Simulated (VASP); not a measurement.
# MgTi3O4 (P-3m1) in VASP: relaxation of cell and atoms with PBE

Aim: the relaxation of cell and atoms of MgTi3O4 with PBE.

Everything below comes from runs of VASP 6.6.1. Logs are shortened: lines on timing, memory, paths and dates and some standing lists are left out, and cuts for length are marked.

### Step 1. The crystal as given

The structure is trigonal, space group P-3m1 (No. 164). The conventional cell has a = 3.325 Å, b = 3.325 Å, c = 8.669 Å, α = 90.00°, β = 90.00°, γ = 120.00°. Mg (site symmetry -3m) is surrounded by 2 Ti at 2.26 Å and 6 O at 2.27 Å. Ti (site symmetry -3m) is surrounded by 2 Ti at 2.08 Å and 6 O at 2.20 Å. Ti (site symmetry 3m) is surrounded by 1 Ti at 2.08 Å and 6 O at 2.16 to 2.18 Å and 1 Mg at 2.26 Å. O (site symmetry 3m) has 3 Ti at 2.18 Å and 3 Mg at 2.27 Å as nearest neighbours. O (site symmetry 3m) has 6 Ti at 2.16 to 2.20 Å as nearest neighbours.

The cell was built by a generator and needn't be a form met in nature.

### Step 2. Relaxation of cell and atoms, PBE

INCAR reads:

```
SYSTEM = MgTi3O4
ALGO     = Fast           ! electronic algorithm
EDIFF    = 1E-4           ! SCF threshold, eV
EDIFFG   = -0.08          ! ionic threshold
ENCUT    = 520            ! plane-wave cutoff, eV
GGA      = PE             ! functional
IBRION   = 2              ! ionic algorithm
ISIF     = 3              ! what is computed and relaxed
ISMEAR   = 0              ! smearing method
LASPH    = .True.         ! aspherical terms in the spheres
LCHARG   = .False.        ! write CHGCAR
LREAL    = .False.        ! projectors in reciprocal space
LWAVE    = .False.        ! write WAVECAR
NELM     = 60             ! most SCF steps
NSW      = 24             ! ionic steps
PREC     = Normal         ! precision mode
SIGMA    = 0.15           ! smearing width, eV
```

KPOINTS reads:

```
k-points
0
Gamma
  5 5 2
  0 0 0
```

POSCAR reads:

```
MgTi3O4
1.0
    3.3246098400      0.0000000000      0.0000000000
   -1.6623049200      2.8791965800      0.0000000000
    0.0000000000      0.0000000000      8.6687603800
Mg Ti O
1 3 4
Direct
    0.0000000000      0.0000000000      0.0000000000
    0.0000000000      0.0000000000      0.5000000000
    0.0000000000      0.0000000000      0.2604090000
    0.0000000000      0.0000000000      0.7395910000
    0.3333333300      0.6666666700      0.8598229900
    0.3333333300      0.6666666700      0.3759129900
    0.6666666700      0.3333333300      0.1401770100
    0.6666666700      0.3333333300      0.6240870100
```

Potentials or basis: VASP PAW PBE potentials, release 64 (Mg, Ti_sv, O).

The run is started by

```console
> cat potpaw_PBE.64/Mg/POTCAR potpaw_PBE.64/Ti_sv/POTCAR potpaw_PBE.64/O/POTCAR > POTCAR
> mpirun -np 1 vasp_std > vasp.out
```

OUTCAR:

```text
SYSTEM = MgTi3O4
   EDIFF = 1E-4
   EDIFFG = -0.08
   ENCUT = 520
   GGA = PE
   IBRION = 2
   ISIF = 3
   ISMEAR = 0
   LASPH = .True.
   LREAL = .False.
   NELM = 60
   NSW = 24
   PREC = Normal

 ion  position               nearest neighbor table
   1  0.000  0.000  0.000-   3 2.26   4 2.26   5 2.27   7 2.27   7 2.27   5 2.27   7 2.27   5 2.27

   2  0.000  0.000  0.500-   3 2.08   4 2.08   6 2.20   8 2.20   8 2.20   6 2.20   8 2.20   6 2.20

   3  0.000  0.000  0.260-   2 2.08   6 2.16   6 2.16   6 2.16   7 2.18   7 2.18   7 2.18   1 2.26

   4  0.000  0.000  0.740-   2 2.08   8 2.16   8 2.16   8 2.16   5 2.18   5 2.18   5 2.18   1 2.26

   5  0.333  0.667  0.860-   4 2.18   4 2.18   4 2.18   1 2.27   1 2.27   1 2.27
   6  0.333  0.667  0.376-   3 2.16   3 2.16   3 2.16   2 2.20   2 2.20   2 2.20
   7  0.667  0.333  0.140-   3 2.18   3 2.18   3 2.18   1 2.27   1 2.27   1 2.27
   8  0.667  0.333  0.624-   4 2.16   4 2.16   4 2.16   2 2.20   2 2.20   2 2.20

  LATTYP: Found a hexagonal cell.
 ALAT       =     3.3246098400
 C/A-ratio  =     2.6074519409

  Lattice vectors:

 A1 = (   3.3246098400,   0.0000000000,   0.0000000000)
 A2 = (  -1.6623049200,   2.8791965800,   0.0000000000)
 A3 = (   0.0000000000,   0.0000000000,   8.6687603800)

Analysis of symmetry for initial positions (statically):
=====================================================================
 Subroutine PRICEL returns:
 Original cell was already a primitive cell.

 Routine SETGRP: Setting up the symmetry group for a
 hexagonal supercell.

 Subroutine GETGRP returns: Found 12 space group operations
 (whereof 12 operations were pure point group operations)
 out of a pool of 24 trial point group operations.

The static configuration has the point symmetry D_3d.

Analysis of symmetry for dynamics (positions and initial velocities):
=====================================================================
 Subroutine PRICEL returns:
 Original cell was already a primitive cell.

 Routine SETGRP: Setting up the symmetry group for a
 hexagonal supercell.

 Subroutine GETGRP returns: Found 12 space group operations
 (whereof 12 operations were pure point group operations)
 out of a pool of 24 trial point group operations.

The dynamic configuration has the point symmetry D_3d.

 Subroutine INISYM returns: Found 12 space group operations
 (whereof 12 operations are pure point group operations),
 and found     1 'primitive' translations

----------------------------------------------------------------------------------------

                                     Primitive cell

  volume of cell :      82.9792

  direct lattice vectors                    reciprocal lattice vectors
     3.324609840  0.000000000  0.000000000     0.300787174  0.173659556  0.000000000
    -1.662304920  2.879196580  0.000000000     0.000000000  0.347319112  0.000000000
     0.000000000  0.000000000  8.668760380     0.000000000  0.000000000  0.115356747

  length of vectors
     3.324609840  3.324609841  8.668760380     0.347319112  0.347319112  0.115356747

  position of ions in fractional coordinates (direct lattice)
     0.000000000  0.000000000  0.000000000
     0.000000000  0.000000000  0.500000000
     0.000000000  0.000000000  0.260409000
     0.000000000  0.000000000  0.739591000
     0.333333330  0.666666670  0.859822990
     0.333333330  0.666666670  0.375912990
     0.666666670  0.333333330  0.140177010
     0.666666670  0.333333330  0.624087010

  ion indices of the primitive-cell ions
   primitive index   ion index
                 1           1
                 2           2
                 3           3
                 4           4
                 5           5
                 6           6
                 7           7
                 8           8

----------------------------------------------------------------------------------------

 KPOINTS: k-points

Automatic generation of k-mesh.
 Grid dimensions read from file:
 generate k-points for:    5    5    2

 Generating k-lattice:

  Cartesian coordinates                     Fractional coordinates (reciprocal lattice)
     0.060157435  0.034731911  0.000000000     0.200000000 -0.000000000  0.000000000
     0.000000000  0.069463822  0.000000000     0.000000000  0.200000000  0.000000000
     0.000000000  0.000000000  0.057678374     0.000000000  0.000000000  0.500000000

  Length of vectors
     0.069463822  0.069463822  0.057678374

  Shift w.r.t. Gamma in fractional coordinates (k-lattice)
     0.000000000  0.000000000  0.000000000

 Subroutine IBZKPT returns following result:
 ===========================================

 Found     10 irreducible k-points:

 Following reciprocal coordinates:
            Coordinates               Weight
  0.000000  0.000000  0.000000      1.000000
  0.200000  0.000000  0.000000      6.000000
  0.400000 -0.000000  0.000000      6.000000
  0.200000  0.200000  0.000000      6.000000
  0.400000  0.200000  0.000000      6.000000
  0.000000  0.000000  0.500000      1.000000
  0.200000  0.000000  0.500000      6.000000
  0.400000 -0.000000  0.500000      6.000000
  0.200000  0.200000  0.500000      6.000000
  0.400000  0.200000  0.500000      6.000000
   k-points           NKPTS =     10   k-points in BZ     NKDIM =     10   number of bands    NBANDS=     37
   number of dos      NEDOS =    301   number of ions     NIONS =      8
   total plane-waves  NPLWV =  19200
   dimension x,y,z NGX =    20 NGY =   20 NGZ =   48
   dimension x,y,z NGXF=    40 NGYF=   40 NGZF=   96
   ions per type =               1   3   4
   NGX,Y,Z   is equivalent  to a cutoff of  10.00, 10.00,  9.21 a.u.
   NGXF,Y,Z  is equivalent  to a cutoff of  20.00, 20.00, 18.41 a.u.
 SYSTEM =  MgTi3O4
   PREC   = normal    normal or accurate (medium, high low for compatibility)
   ISTART =      0    job   : 0-new  1-cont  2-samecut
   ICHARG =      2    charge: 1-file 2-atom 10-const
   ISPIN  =      1    spin polarized calculation?
   LNONCOLLINEAR =      F non collinear calculations
   LSORBIT =      F    spin-orbit coupling
   LASPH  =      T    aspherical Exc in radial PAW
   ENCUT  =  520.0 eV  38.22 Ry    6.18 a.u.   6.18  6.18 16.12*2*pi/ulx,y,z
   NELM   =     60;   NELMIN=  2; NELMDL= -5     # of ELM steps
   EDIFF  = 0.1E-03   stopping-criterion for ELM
   LREAL  =      F    real-space projection
   EDIFFG = -.8E-01   stopping-criterion for IOM
   NSW    =     24    number of steps for IOM
   IBRION =      2    ionic relax: 0-MD 1-quasi-New 2-CG
   NFREE  =      1    steps in history (QN), initial steepest desc. (CG)
   ISIF   =      3    stress and relaxation
   ISYM   =      2    0-nonsym 1-usesym 2-fastsym
   POTIM  = 0.5000    time-step for ionic-motion
   TEBEG  =    0.0;   TEEND  =   0.0 temperature during run
   PSTRESS=    0.0 pullay stress
   NELECT =      62.0000    total number of electrons
   NUPDOWN=      -1.0000    fix difference up-down
   EMIN   =  10.00;   EMAX   =-10.00  energy-range for DOS
   EFERMI =   0.00;   METHOD = LEGACY
   ISMEAR =     0;   SIGMA  =   0.15  broadening in eV -4-tet -1-fermi 0-gaus
   EFERMI_NEDOS =   21; number of points for ismear=-14 and -15
   IALGO  =     68    algorithm
   IMIX   =      4    mixing-type and parameters
     AMIX     =   0.40;   BMIX     =  1.00
     AMIX_MAG =   1.60;   BMIX_MAG =  1.00
  volume/ion in A,a.u.               =      10.37        70.00
  Fermi-wavevector in a.u.,A,eV,Ry     =   1.485533  2.807251 30.025462  2.206809
  Thomas-Fermi vector in A             =   2.598933
   LORBIT       =      0    0 simple, 1 ext, 2 COOP (PROOUT), +10 PAW based schemes
   GGA     = PE    functional components
   LHFCALC =     F    Hartree Fock is set to
   AEXX    =    0.0000 exact exchange contribution
   IVDW    =     0    specifies the selected vdW correction
   LEPSILON=     F    determine dielectric tensor
   LRPA    =     F    only Hartree local field effects (RPA)
 conjugate gradient relaxation of ions
 non-spin polarized calculation
 RMM-DIIS sequential band-by-band and
 Gauss-broadening in eV      SIGMA  =   0.15
  energy-cutoff  :      520.00
  volume of cell :       82.98
 maximum number of plane-waves:      2252
   NGX = 13   NGY = 13   NGZ = 33

--------------------------------------- Ionic step        1  -------------------------------------------

 number of electron      62.0000014 magnetization

 Free energy of the ion-electron system (eV)
  ---------------------------------------------------
  ext. energy  EPLUGINS =         0.00000000
  ---------------------------------------------------
  free energy    TOTEN  =       -58.79612741 eV

  energy without entropy =      -58.72021527  energy(sigma->0) =      -58.75817134

------------------------ aborting loop because EDIFF is reached ----------------------------------------

  FORCE on cell =-STRESS in cart. coord.  units (eV):
  Direction    XX          YY          ZZ          XY          YZ          ZX
  --------------------------------------------------------------------------------------
  -------------------------------------------------------------------------------------
  Total       -7.0562402     -7.0562402     27.7719957     -0.0000000     -0.0000000     -0.0000000
  in kB     -136.2432318   -136.2432319    536.2269892     -0.0000000     -0.0000000     -0.0000000
  external PRESSURE =      87.9135085 kB  Pullay stress =       0.0000000 kB
[... 107 lines left out ...]
  FREE ENERGIE OF THE ION-ELECTRON SYSTEM (eV)
  ---------------------------------------------------
  free  energy   TOTEN  =       -61.7108893120 eV

  energy  without entropy=      -61.6090513047  energy(sigma->0) =      -61.65997031

 E-fermi :   8.8201     XC(G=0): -11.4789

 val. band max:        8.8169247741   @ k =   0.2000   0.2000   0.0000
 cond. band min:       8.8212514693   @ k =   0.4000  -0.0000   0.5000
 fundamental gap:      0.0043266952
 Fermi energy:         8.8200946766

 k-point     1 :       0.0000    0.0000    0.0000
  band No.  band energies     occupation
      1     -49.0327      2.00000
      2     -48.9801      2.00000
      3     -48.8227      2.00000
      4     -25.7848      2.00000
      5     -25.2733      2.00000
      6     -25.2328      2.00000
[... 389 lines left out ...]
     36      10.3746      0.00000
     37      10.5039      0.00000

[... ionic steps 4 to 12 ...]

--------------------------------------- Ionic step       13  -------------------------------------------

 number of electron      62.0000096 magnetization

------------------------ aborting loop because EDIFF is reached ----------------------------------------
[... 79 lines left out ...]
--------------------------------------- Ionic step       15  -------------------------------------------

 number of electron      62.0000096 magnetization

 Free energy of the ion-electron system (eV)
  ---------------------------------------------------
  ext. energy  EPLUGINS =         0.00000000
  ---------------------------------------------------
  free energy    TOTEN  =       -63.57886763 eV

  energy without entropy =      -63.53240406  energy(sigma->0) =      -63.55563584

 E-fermi :  10.1182     XC(G=0): -12.3965

 val. band max:       10.0967473181   @ k =   0.2000   0.0000   0.5000
 cond. band min:      10.1215520057   @ k =   0.2000   0.2000   0.0000
 fundamental gap:      0.0248046876
 Fermi energy:        10.1181890216

 k-point     1 :       0.0000    0.0000    0.0000
  band No.  band energies     occupation
      1     -47.2957      2.00000
      2     -47.2788      2.00000
      3     -47.2399      2.00000
      4     -23.9983      2.00000
      5     -23.7546      2.00000
      6     -23.4973      2.00000
[... 424 lines left out ...]
  FREE ENERGIE OF THE ION-ELECTRON SYSTEM (eV)
  ---------------------------------------------------
  free  energy   TOTEN  =       -63.5788676278 eV

  energy  without entropy=      -63.5324040559  energy(sigma->0) =      -63.55563584

 reached required accuracy - stopping structural energy minimisation
```

Wall time 4.9 min (1 thread of Intel Xeon 6975P-C (Granite Rapids), shared host); peak memory 0.18 GiB.

Results:

- Free energy: -63.5789 eV
- Relaxed volume: 9.63 Å³/atom
- Relaxed cell: a = 2.839 Å, b = 2.839 Å, c = 11.035 Å, α = 90.00°, β = 90.00°, γ = 120.00°
- Space group after relaxing (to 0.05 Å): P-3m1 (No. 164)
- Energy gained by relaxing: 597.8 meV/atom
- Ionic steps: 15
- Pressure after relaxing: -0.4 GPa
- Largest force after relaxing: 0.031 eV/Å
- Band gap on the k mesh: none (metal or under the smearing width)

Forces on the atoms (eV/Å):
```
Mg   0.000  0.000  0.000
Ti   0.000  0.000  0.000
Ti   0.000  0.000 -0.031
Ti   0.000  0.000  0.031
O    0.000  0.000 -0.027
O    0.000  0.000  0.021
O    0.000  0.000  0.027
O    0.000  0.000 -0.021
```

Step by step:
```
step  energy change (eV)  largest force (eV/Å)  pressure (GPa)  volume (Å³)
   1              0.0000                1.2123            8.79        82.98
   2             -2.7979                0.8315          -10.79        88.81
   3             -2.9148                1.0694          -13.48        89.70
   4             -2.9686                1.8851          -19.47        91.29
   5             -2.9557                1.3876          -15.23        90.17
   6             -4.2329                1.8429            3.14        77.91
   7             -4.2641                1.9552            5.82        76.61
   8             -4.5792                0.7733            1.06        76.39
   9             -4.5946                0.8030            1.33        76.44
  10             -4.7531                0.4071           -1.70        77.32
  11             -4.7637                0.3574           -1.46        77.55
  12             -4.7645                0.3326           -1.48        77.65
  13             -4.7794                0.1288            1.06        76.66
  14             -4.7797                0.1322            0.79        76.75
  15             -4.7827                0.0315           -0.44        77.02
```

Final structure:
```cif
data_structure
_symmetry_space_group_name_H-M 'P 1'
_symmetry_Int_Tables_number 1
_cell_length_a 2.8390
_cell_length_b 2.8390
_cell_length_c 11.0352
_cell_angle_alpha 90.000
_cell_angle_beta 90.000
_cell_angle_gamma 120.000
_cell_volume 77.02
loop_
_atom_site_label
_atom_site_type_symbol
_atom_site_fract_x
_atom_site_fract_y
_atom_site_fract_z
_atom_site_occupancy
Mg1 Mg 0.00000 0.00000 0.00000 1
Ti1 Ti 0.00000 0.00000 0.50000 1
Ti2 Ti 0.00000 0.00000 0.24526 1
Ti3 Ti 0.00000 0.00000 0.75474 1
O1 O 0.33333 0.66667 0.88705 1
O2 O 0.33333 0.66667 0.37351 1
O3 O 0.66667 0.33333 0.11295 1
O4 O 0.66667 0.33333 0.62649 1
```

Caveat: the k mesh is coarse (spacing up to 0.44 Å⁻¹), so the values aren't converged; semilocal functionals often make such compounds metallic where correlation or magnetic order opens a gap, which also shifts bond lengths; the relaxation stopped at a loose force limit of 0.08 eV/Å, so its end isn't a converged minimum.
